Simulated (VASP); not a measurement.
The system is TlSnF.

```
CELL_PARAMETERS angstrom
4.59652 0.00000 0.00000
-2.29826 3.98070 0.00000
0.00000 0.00000 8.51125
ATOMIC_POSITIONS crystal
Tl 0.33333 0.66667 0.91550
Tl 0.66667 0.33333 0.08450
Sn 0.33333 0.66667 0.30473
Sn 0.66667 0.33333 0.69527
F 0.00000 0.00000 0.00000
F 0.00000 0.00000 0.50000
```

The cell was built by a generator and needn't be a form met in nature.

* Program: VASP 6.6.1
* Task: relaxation of cell and atoms
* Functional: PBE
* Potentials or basis: VASP PAW PBE potentials, release 64 (Tl_d, Sn_d, F)
* Cutoff: 600 eV
* k mesh: 7 × 7 × 3
* Occupations: gaussian, width 0.05 eV
* Spin: no spin polarisation

At the start: pressure -0.5 GPa; volume 25.96 Å³/atom.

Where does the relaxation end?

Over 28 steps the energy falls by 286.6 meV/atom and the volume is 23.46 Å³/atom (-9.6 %); space group P-3m1 (No. 164, to 0.05 Å).

Step by step:
| step | energy change (eV) | largest force (eV/Å) | pressure (GPa) | volume (Å³) |
| --- | --- | --- | --- | --- |
| 1 | 0.0000 | 0.8454 | -0.50 | 155.73 |
| 2 | -0.1250 | 0.8265 | -0.64 | 153.90 |
| 3 | -0.4550 | 0.8770 | -0.78 | 148.47 |
| 4 | -1.0428 | 1.1926 | 0.58 | 137.84 |
| 5 | 0.1081 | 2.6592 | 15.45 | 117.55 |
| 6 | -1.0764 | 1.1477 | 1.45 | 134.76 |
| 7 | -1.1838 | 0.6548 | 5.28 | 126.04 |
| 8 | -1.2126 | 0.7934 | 3.63 | 128.97 |
| 9 | -1.3448 | 0.6130 | 2.68 | 131.36 |
| 10 | -1.4796 | 0.7974 | 0.97 | 137.91 |
| 11 | -1.4870 | 0.6938 | 1.19 | 136.40 |
| 12 | -1.4877 | 0.7140 | 1.14 | 136.77 |
| 13 | -1.5306 | 0.6265 | 0.46 | 138.34 |
| 14 | -1.5766 | 0.4350 | -1.14 | 142.75 |
| 15 | -1.6268 | 0.3684 | -0.75 | 141.02 |
| 16 | -1.6857 | 0.1970 | 0.53 | 136.44 |
| 17 | -1.7012 | 0.1879 | -0.01 | 137.92 |
| 18 | -1.7023 | 0.1817 | -0.17 | 138.43 |
| 19 | -1.7083 | 0.1262 | 0.02 | 138.08 |
| 20 | -1.7113 | 0.0433 | 0.29 | 137.70 |
| 21 | -1.7170 | 0.0304 | 0.15 | 138.98 |
| 22 | -1.7193 | 0.0205 | 0.02 | 140.06 |
| 23 | -1.7181 | 0.0540 | -0.17 | 142.22 |
| 24 | -1.7197 | 0.0301 | -0.05 | 140.80 |
| 25 | -1.7197 | 0.0283 | -0.04 | 140.70 |
| 26 | -1.7198 | 0.0123 | 0.03 | 140.62 |
| 27 | -1.7198 | 0.0103 | 0.02 | 140.62 |
| 28 | -1.7199 | 0.0039 | 0.00 | 140.78 |

Final structure:
```cif
data_structure
_symmetry_space_group_name_H-M 'P 1'
_symmetry_Int_Tables_number 1
_cell_length_a 4.7818
_cell_length_b 4.7818
_cell_length_c 7.1092
_cell_angle_alpha 90.000
_cell_angle_beta 90.000
_cell_angle_gamma 120.000
_cell_volume 140.78
loop_
_atom_site_label
_atom_site_type_symbol
_atom_site_fract_x
_atom_site_fract_y
_atom_site_fract_z
_atom_site_occupancy
Tl1 Tl 0.33333 0.66667 0.88082 1
Tl2 Tl 0.66667 0.33333 0.11918 1
Sn1 Sn 0.33333 0.66667 0.41715 1
Sn2 Sn 0.66667 0.33333 0.58285 1
F1 F 0.00000 0.00000 0.00000 1
F2 F 0.00000 0.00000 0.50000 1
```
